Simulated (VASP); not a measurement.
Calculation: PBEsol GGA, VASP's PBE PAW potentials (set 64) (plane waves; VASP 6.6.1).

Input for VASP

**INCAR**
```
SYSTEM  =  HfSi
LWAVE  =  F
EDIFF  =  1E-6   ! SCF stop (eV)
ALGO  =  Normal   ! blocked Davidson
ENCUT  =  400
LREAL  =  F   ! projection in real space or not
NSW  =  60   ! most ionic steps
ISMEAR  =  1   ! Methfessel-Paxton
LASPH  =  T
IBRION  =  2
EDIFFG  =  -0.01
PREC  =  Accurate
NELM  =  100   ! most electronic steps
LCHARG  =  F
GGA  =  PS
ISIF  =  3
LMAXMIX  =  6   ! l cut-off of mixed one-centre charges
SIGMA  =  0.1
```

**POSCAR**
```
HfSi
1.0
  0.0000000000   3.3024440000   3.3024440000
  3.3024440000   0.0000000000   3.3024440000
  3.3024440000   3.3024440000   0.0000000000
Hf Si
1 1
Direct
  0.0000000000   0.0000000000   0.0000000000
  0.2500000000   0.2500000000   0.2500000000
```

KPOINTS:
```
Automatic mesh
0
Gamma
9 9 9
0 0 0
```

POTCAR, in this order: Hf_pv Si (PBE.64 set). Program: vasp_std.

What VASP printed:

File OUTCAR:
```
 ion  position               nearest neighbor table
   1  0.000  0.000  0.000-   2 2.86   2 2.86   2 2.86   2 2.86
   2  0.250  0.250  0.250-   1 2.86   1 2.86   1 2.86   1 2.86
  LATTYP: Found a face centered cubic cell.
 ALAT       =     6.6048880000
 Subroutine PRICEL returns:
 Original cell was already a primitive cell.
 Subroutine GETGRP returns: Found 24 space group operations
The static configuration has the point symmetry T_d .
The dynamic configuration has the point symmetry T_d .
 Subroutine INISYM returns: Found 24 space group operations
 Subroutine IBZKPT returns following result:
 Found     35 irreducible k-points:

 Following reciprocal coordinates:
            Coordinates               Weight
  0.000000  0.000000  0.000000      1.000000
  0.111111  0.000000  0.000000      8.000000
  0.222222  0.000000  0.000000      8.000000
  0.333333  0.000000  0.000000      8.000000
  0.444444  0.000000  0.000000      8.000000
  0.111111  0.111111  0.000000      6.000000
  0.222222  0.111111  0.000000     24.000000
  0.333333  0.111111  0.000000     24.000000
  0.444444  0.111111  0.000000     24.000000
 -0.444444  0.111111  0.000000     24.000000
 -0.333333  0.111111  0.000000     24.000000
 -0.222222  0.111111  0.000000     24.000000
 -0.111111  0.111111  0.000000     12.000000
  0.222222  0.222222  0.000000      6.000000
  0.333333  0.222222  0.000000     24.000000
  0.444444  0.222222  0.000000     24.000000
 -0.444444  0.222222  0.000000     24.000000
 -0.333333  0.222222  0.000000     24.000000
 -0.222222  0.222222  0.000000     12.000000
  0.333333  0.333333  0.000000      6.000000
  0.444444  0.333333  0.000000     24.000000
 -0.444444  0.333333  0.000000     24.000000
 -0.333333  0.333333  0.000000     12.000000
  0.444444  0.444444  0.000000      6.000000
 -0.444444  0.444444  0.000000     12.000000
  0.333333  0.222222  0.111111     24.000000
  0.444444  0.222222  0.111111     48.000000
 -0.444444  0.222222  0.111111     48.000000
  0.444444  0.333333  0.111111     24.000000
 -0.444444  0.333333  0.111111     48.000000
 -0.333333  0.333333  0.111111     48.000000
 -0.222222  0.333333  0.111111     24.000000
 -0.444444  0.444444  0.111111     24.000000
 -0.333333  0.444444  0.111111     24.000000
 -0.333333  0.444444  0.222222     24.000000
   k-points           NKPTS =     35   k-points in BZ     NKDIM =     35   number of bands    NBANDS=     11
   number of dos      NEDOS =    301   number of ions     NIONS =      2
   total plane-waves  NPLWV =  27000
   dimension x,y,z NGX =    30 NGY =   30 NGZ =   30
   dimension x,y,z NGXF=    60 NGYF=   60 NGZF=   60
   ions per type =               1   1
   PREC   = accura    normal or accurate (medium, high low for compatibility)
   ISTART =      0    job   : 0-new  1-cont  2-samecut
   ICHARG =      2    charge: 1-file 2-atom 10-const
   ISPIN  =      1    spin polarized calculation?
   LNONCOLLINEAR =      F non collinear calculations
   LSORBIT =      F    spin-orbit coupling
   INIWAV =      1    electr: 0-lowe 1-rand  2-diag
   ENCUT  =  400.0 eV  29.40 Ry    5.42 a.u.   7.62  7.62  7.62*2*pi/ulx,y,z
   NELM   =    100;   NELMIN=  2; NELMDL= -5     # of ELM steps
   EDIFF  = 0.1E-05   stopping-criterion for ELM
   LREAL  =      F    real-space projection
   NLSPLINE    = F    spline interpolate recip. space projectors
   LMAXMIX     =    6 max onsite mixed and CHGCAR
   VOSKOWN=      0    Vosko Wilk Nusair interpolation
   EDIFFG = -.1E-01   stopping-criterion for IOM
   NSW    =     60    number of steps for IOM
   NBLOCK =      1;   KBLOCK =     60    inner block; outer block
   IBRION =      2    ionic relax: 0-MD 1-quasi-New 2-CG
...
```

### OSZICAR
```
...
DAV:  13    -0.141870594418E+02   -0.55342E-07   -0.14798E-06   811   0.814E-03
   1 F= -.14187059E+02 E0= -.14187472E+02  d E =-.141871E+02
       N       E                     dE             d eps       ncg     rms          rms(c)
DAV:   1    -0.248426636461E+02   -0.10656E+02   -0.22993E+02   776   0.131E+02    0.216E+01
DAV:   2    -0.171645089027E+02    0.76782E+01   -0.11487E+01   800   0.289E+01    0.109E+01
DAV:   3    -0.149674433569E+02    0.21971E+01   -0.84940E+00   807   0.224E+01    0.961E+00
DAV:   4    -0.149588092337E+02    0.86341E-02   -0.19191E-01   890   0.408E+00    0.892E+00
DAV:   5    -0.148917651026E+02    0.67044E-01   -0.40428E-01   852   0.254E+00    0.235E+00
DAV:   6    -0.148884383184E+02    0.33268E-02   -0.28422E-02   942   0.106E+00    0.109E+00
DAV:   7    -0.148820588118E+02    0.63795E-02   -0.23071E-02   828   0.779E-01    0.376E-01
DAV:   8    -0.148819261321E+02    0.13268E-03   -0.58302E-04   905   0.190E-01    0.158E-01
DAV:   9    -0.148818861717E+02    0.39960E-04   -0.62793E-04   899   0.129E-01    0.805E-02
DAV:  10    -0.148818784985E+02    0.76732E-05   -0.71292E-05   866   0.431E-02    0.102E-02
DAV:  11    -0.148818785343E+02   -0.35786E-07   -0.15812E-06   741   0.831E-03
   2 F= -.14881879E+02 E0= -.14881818E+02  d E =-.694819E+00
       N       E                     dE             d eps       ncg     rms          rms(c)
DAV:   1    -0.158617375509E+02   -0.97986E+00   -0.17584E+01   782   0.353E+01    0.765E+00
DAV:   2    -0.151934414860E+02    0.66830E+00   -0.15291E+00   779   0.935E+00    0.240E+00
DAV:   3    -0.150620935599E+02    0.13135E+00   -0.33313E-01   876   0.413E+00    0.225E+00
DAV:   4    -0.150533368331E+02    0.87567E-02   -0.12918E-02   976   0.873E-01    0.165E+00
DAV:   5    -0.150502168666E+02    0.31200E-02   -0.65339E-03   836   0.460E-01    0.547E-01
DAV:   6    -0.150501932609E+02    0.23606E-04   -0.62916E-04  1009   0.138E-01    0.103E-01
DAV:   7    -0.150501921984E+02    0.10624E-05   -0.25274E-05   893   0.296E-02    0.709E-02
DAV:   8    -0.150501904437E+02    0.17548E-05   -0.63636E-06   954   0.125E-02    0.462E-03
DAV:   9    -0.150501904815E+02   -0.37857E-07   -0.59183E-07   448   0.496E-03
   3 F= -.15050190E+02 E0= -.15050141E+02  d E =-.863131E+00
       N       E                     dE             d eps       ncg     rms          rms(c)
DAV:   1    -0.150522111211E+02   -0.20207E-02   -0.49514E-02   782   0.187E+00    0.342E-01
DAV:   2    -0.150503831168E+02    0.18280E-02   -0.32893E-03   779   0.461E-01    0.144E-01
DAV:   3    -0.150499609451E+02    0.42217E-03   -0.15189E-03   852   0.278E-01    0.153E-01
DAV:   4    -0.150499562058E+02    0.47394E-05   -0.29467E-05   931   0.478E-02    0.134E-01
DAV:   5    -0.150499412981E+02    0.14908E-04   -0.10017E-04   869   0.400E-02    0.258E-02
DAV:   6    -0.150499383600E+02    0.29381E-05   -0.71510E-06   838   0.143E-02    0.268E-02
DAV:   7    -0.150499370513E+02    0.13087E-05   -0.24652E-06   696   0.789E-03    0.558E-03
DAV:   8    -0.150499369551E+02    0.96295E-07   -0.16126E-07   412   0.305E-03
   4 F= -.15049937E+02 E0= -.15049919E+02  d E =-.862878E+00
       N       E                     dE             d eps       ncg     rms          rms(c)
DAV:   1    -0.150499552120E+02   -0.18161E-04   -0.30898E-05   797   0.468E-02    0.879E-03
DAV:   2    -0.150499540914E+02    0.11206E-05   -0.19934E-06   788   0.114E-02    0.388E-03
DAV:   3    -0.150499538435E+02    0.24785E-06   -0.85705E-07   415   0.704E-03
   5 F= -.15049954E+02 E0= -.15049935E+02  d E =-.168885E-04
       N       E                     dE             d eps       ncg     rms          rms(c)
DAV:   1    -0.150500142924E+02   -0.60201E-04   -0.27615E-04   800   0.139E-01    0.268E-02
DAV:   2    -0.150500040014E+02    0.10291E-04   -0.17818E-05   797   0.342E-02    0.119E-02
DAV:   3    -0.150500016582E+02    0.23431E-05   -0.88622E-06   861   0.213E-02    0.124E-02
DAV:   4    -0.150500016696E+02   -0.11402E-07   -0.15416E-07   412   0.368E-03
   6 F= -.15050002E+02 E0= -.15049981E+02  d E =-.647146E-04
       N       E                     dE             d eps       ncg     rms          rms(c)
DAV:   1    -0.150500024108E+02   -0.75251E-06   -0.70236E-07   412   0.448E-03    0.248E-03
DAV:   2    -0.150500024312E+02   -0.20442E-07   -0.97164E-08   412   0.227E-03
   7 F= -.15050002E+02 E0= -.15049982E+02  d E =-.761553E-06
       N       E                     dE             d eps       ncg     rms          rms(c)
DAV:   1    -0.150500041809E+02   -0.17701E-05   -0.33096E-07   409   0.493E-03    0.145E-03
DAV:   2    -0.150500041747E+02    0.62150E-08   -0.39933E-08   412   0.189E-03
   8 F= -.15050004E+02 E0= -.15049983E+02  d E =-.250501E-05
       N       E                     dE             d eps       ncg     rms          rms(c)
DAV:   1    -0.150500076390E+02   -0.34582E-05   -0.12757E-06   418   0.102E-02    0.240E-03
DAV:   2    -0.150500076013E+02    0.37765E-07   -0.16730E-07   412   0.389E-03
   9 F= -.15050008E+02 E0= -.15049986E+02  d E =-.593162E-05
       N       E                     dE             d eps       ncg     rms          rms(c)
DAV:   1    -0.150500146171E+02   -0.69781E-05   -0.57500E-06   812   0.203E-02    0.407E-03
DAV:   2    -0.150500143673E+02    0.24979E-06   -0.38043E-07   412   0.511E-03
  10 F= -.15050014E+02 E0= -.15049992E+02  d E =-.126977E-04
       N       E                     dE             d eps       ncg     rms          rms(c)
DAV:   1    -0.150500285780E+02   -0.13961E-04   -0.21322E-05   794   0.392E-02    0.855E-03
DAV:   2    -0.150500276506E+02    0.92732E-06   -0.15035E-06   777   0.982E-03
  11 F= -.15050028E+02 E0= -.15050005E+02  d E =-.259810E-04
       N       E                     dE             d eps       ncg     rms          rms(c)
DAV:   1    -0.150500570575E+02   -0.28480E-04   -0.87987E-05   794   0.797E-02    0.172E-02
DAV:   2    -0.150500532235E+02    0.38340E-05   -0.63339E-06   794   0.202E-02    0.791E-03
DAV:   3    -0.150500523880E+02    0.83548E-06   -0.33399E-06   817   0.131E-02
  12 F= -.15050052E+02 E0= -.15050028E+02  d E =-.507183E-04
       N       E                     dE             d eps       ncg     rms          rms(c)
DAV:   1    -0.150501155943E+02   -0.62371E-04   -0.41531E-04   794   0.171E-01    0.339E-02
DAV:   2    -0.150501003275E+02    0.15267E-04   -0.26083E-05   794   0.416E-02    0.156E-02
DAV:   3    -0.150500967901E+02    0.35374E-05   -0.13700E-05   858   0.265E-02    0.157E-02
DAV:   4    -0.150500968055E+02   -0.15409E-07   -0.25021E-07   418   0.465E-03
  13 F= -.15050097E+02 E0= -.15050070E+02  d E =-.951358E-04
       N       E                     dE             d eps       ncg     rms          rms(c)
DAV:   1    -0.150502399872E+02   -0.14320E-03   -0.16770E-03   791   0.344E-01    0.638E-02
DAV:   2    -0.150501776499E+02    0.62337E-04   -0.11380E-04   797   0.859E-02    0.271E-02
DAV:   3    -0.150501638632E+02    0.13787E-04   -0.50222E-05   861   0.508E-02    0.288E-02
DAV:   4    -0.150501637714E+02    0.91812E-07   -0.88464E-07   566   0.870E-03
  14 F= -.15050164E+02 E0= -.15050130E+02  d E =-.162102E-03
       N       E                     dE             d eps       ncg     rms          rms(c)
DAV:   1    -0.150505135443E+02   -0.34968E-03   -0.66558E-03   788   0.686E-01    0.126E-01
DAV:   2    -0.150502665182E+02    0.24703E-03   -0.44481E-04   785   0.170E-01    0.536E-02
DAV:   3    -0.150502104994E+02    0.56019E-04   -0.20439E-04   861   0.102E-01    0.575E-02
DAV:   4    -0.150502101015E+02    0.39794E-06   -0.39571E-06   917   0.176E-02
  15 F= -.15050210E+02 E0= -.15050165E+02  d E =-.208432E-03
```

**OUTCAR**
```
------------------------ aborting loop because EDIFF is reached ----------------------------------------
  FORCE on cell =-STRESS in cart. coord.  units (eV):
  Direction    XX          YY          ZZ          XY          YZ          ZX
  --------------------------------------------------------------------------------------
  Total        0.0039232      0.0039232      0.0039232      0.0000000      0.0000000     -0.0000000
  in kB        0.1172813      0.1172813      0.1172813      0.0000000      0.0000000     -0.0000000
  external PRESSURE =       0.1172813 kB  Pullay stress =       0.0000000 kB
  volume of cell :       53.59
      direct lattice vectors                 reciprocal lattice vectors
    -0.000000000  2.992466473  2.992466473    -0.167086250  0.167086250  0.167086250
     2.992466473  0.000000000  2.992466473     0.167086250 -0.167086250  0.167086250
     2.992466473  2.992466473  0.000000000     0.167086250  0.167086250 -0.167086250
 POSITION                                       TOTAL-FORCE (eV/Angst)
 -----------------------------------------------------------------------------------
      0.00000      0.00000      0.00000         0.000000      0.000000      0.000000
      1.49623      1.49623      1.49623        -0.000000     -0.000000     -0.000000
 -----------------------------------------------------------------------------------
    total drift:                               -0.000000     -0.000000     -0.000000
  FREE ENERGIE OF THE ION-ELECTRON SYSTEM (eV)
  ---------------------------------------------------
  free  energy   TOTEN  =       -15.0502101015 eV

  energy  without entropy=      -15.0500738861  energy(sigma->0) =      -15.05016470

 reached required accuracy - stopping structural energy minimisation
```
(Selected blocks of OUTCAR.)

File CONTCAR:
```
HfSi
   1.00000000000000
    -0.0000000000000000    2.9924664731883213    2.9924664731883213
     2.9924664731883213    0.0000000000000000    2.9924664731883213
     2.9924664731883213    2.9924664731883213    0.0000000000000000
  Hf              Si
     1     1
Direct
     0.0000000000000000    0.0000000000000000    0.0000000000000000
     0.2500000000000000    0.2500000000000000    0.2500000000000000
```

Energy and stress use the plane-wave basis of the starting cell.

The structure was generated: HfSi was put into the zinc blende type (F-43m), which need not be its known phase. This run relaxes it. Symmetry was kept, so distortions that lower it aren't found.
